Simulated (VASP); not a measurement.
Lu3Si in VASP: convergence with SIGMA

Crystal: Lu3Si.

```
CELL_PARAMETERS angstrom
4.54142 0.00000 0.00000
0.00000 4.54142 0.00000
0.00000 0.00000 4.54142
ATOMIC_POSITIONS crystal
Lu 0.50000 0.50000 0.00000
Lu 0.50000 0.00000 0.50000
Lu 0.00000 0.50000 0.50000
Si 0.00000 0.00000 0.00000
```

The cell comes from a database or a generator and needn't be the stable form of this composition.

| Quantity | Value |
| --- | --- |
| Program | VASP 6.6.1 |
| Task | single point |
| Functional | PBE |
| Potentials or basis | VASP PAW PBE potentials, release 64 (Lu, Si) |
| Cutoff | 500 eV |
| k mesh | 6 × 6 × 6 |
| Occupations | fermi-dirac, width 0.3 eV |
| Spin | no spin polarisation |

These are the settings of the first run; the series varies SIGMA, with any setting tied to it.

Hardware: 1 thread of Intel(R) Xeon(R) Platinum 8175M CPU @ 2.50GHz (Skylake/Cascade Lake), on a shared host.

| SIGMA | energy less the tightest run, at zero smearing (meV/atom) | pressure (GPa) | SCF cycles | CPU time (s) | peak memory (GiB) |
| --- | --- | --- | --- | --- | --- |
| 0.3 eV | -17.12 | 0.33 | 13 | 90 | 0.24 |
| 0.2 eV | -9.93 | -0.12 | 13 | 89 | 0.24 |
| 0.15 eV | -7.44 | -0.34 | 13 | 89 | 0.24 |
| 0.1 eV | -5.27 | -0.51 | 13 | 92 | 0.24 |
| 0.05 eV | -2.22 | -0.60 | 13 | 96 | 0.24 |
| 0.02 eV | -0.37 | -0.71 | 13 | 100 | 0.24 |
| 0.01 eV | 0.00 | -0.73 | 13 | 90 | 0.24 |

Against the tightest run, the energy stays within 1 meV/atom from 0.02 eV on; the pressure stays within 0.1 GPa from 0.02 eV on. Narrower smearing needs a denser k mesh, so at a fixed mesh the narrowest width isn't the most accurate. The tightest run that finished is the yardstick and may itself not be fully converged.

Spin-orbit coupling is left out, which matters for the levels of Lu.
